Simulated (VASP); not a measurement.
# Ta3N: equation of state with PBEsol

The system is Ta3N.

```
CELL_PARAMETERS angstrom
3.03222 0.00000 0.00000
-1.51611 2.62598 0.00000
0.00000 0.00000 7.52414
ATOMIC_POSITIONS crystal
Ta 0.66667 0.33333 0.82607
Ta 0.33333 0.66667 0.17393
Ta 0.00000 0.00000 0.50000
N 0.00000 0.00000 0.00000
```

The cell comes from a database or a generator and needn't be the stable form of this composition.

```json
{"Program": "VASP 6.6.1", "Task": "equation of state", "Functional": "PBEsol", "Potentials or basis": "VASP PAW PBE potentials, release 64 (Ta_pv, N)", "Cutoff": "520 eV", "k mesh": "10 × 10 × 4", "Occupations": "fermi-dirac, width 0.05 eV", "Spin": "no spin polarisation"}
```

* Equilibrium volume: 14.52 Å³/atom
* Bulk modulus at fixed shape and positions: 266 GPa
* Pressure derivative of the bulk modulus: 4.2

Energy against volume, from the lowest point:
| volume (Å³/atom) | energy (meV/atom) |
| --- | --- |
| 14.079 | 10.72 |
| 14.379 | 0.00 |
| 14.678 | 0.11 |
| 14.978 | 9.95 |
| 15.277 | 28.54 |
| 15.577 | 55.01 |
| 15.877 | 88.56 |

All runs of the series together: 7.8 min on 1 thread of Intel(R) Xeon(R) Platinum 8488C (Sapphire Rapids), on a shared host.

Caveat: the cell was scaled at fixed shape and fractional positions, which overstates the stiffness of a crystal with free parameters, most of all of layers and chains; the PAW data sets were made with another functional, which shifts forces and pressure a little. The run has no spin-orbit coupling, so splittings on Ta are missing.
